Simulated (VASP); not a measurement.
```xyz
3
Lattice="0.0000 2.8927 2.8927 2.8927 0.0000 2.8927 2.8927 2.8927 0.0000" Properties=species:S:1:pos:R:3 pbc="T T T"
Al     1.4464     1.4464     1.4464
Al     4.3391     4.3391     4.3391
Au     0.0000     0.0000     0.0000
```

Computed with PBE GGA, VASP's PBE PAW potentials (set 64) (plane waves; VASP). Settings: 500 eV cut-off, 9×9×9 Γ-centred mesh, first-order Methfessel-Paxton smearing of 0.10 eV, potentials Al Au.

Energy and stress use the plane-wave basis of the starting cell.

The ions, cell shape and volume at an external pressure of 30.0 GPa are relaxed. Which structure does the run end with?

```xyz
3
Lattice="0.0000 2.8475 2.8475 2.8475 0.0000 2.8475 2.8475 2.8475 0.0000" Properties=species:S:1:pos:R:3 pbc="T T T"
Al     1.4238     1.4238     1.4238
Al     4.2713     4.2713     4.2713
Au     2.8475     5.6950     2.8475
```
Space group Fm-3m (225), at a tolerance of 0.03 Å.

How do energy and volume change from the first to the last step?

The energy (σ→0) changes by +115.3 meV/atom and the volume by -4.6 %, in 4 ionic steps.

The compound is AuAl2 in the fluorite structure. This run relaxes it under an external pressure of 30 GPa. Symmetry was kept, so distortions that lower it aren't found. The electron count is odd and the run is not spin-polarised, which forces a metal.
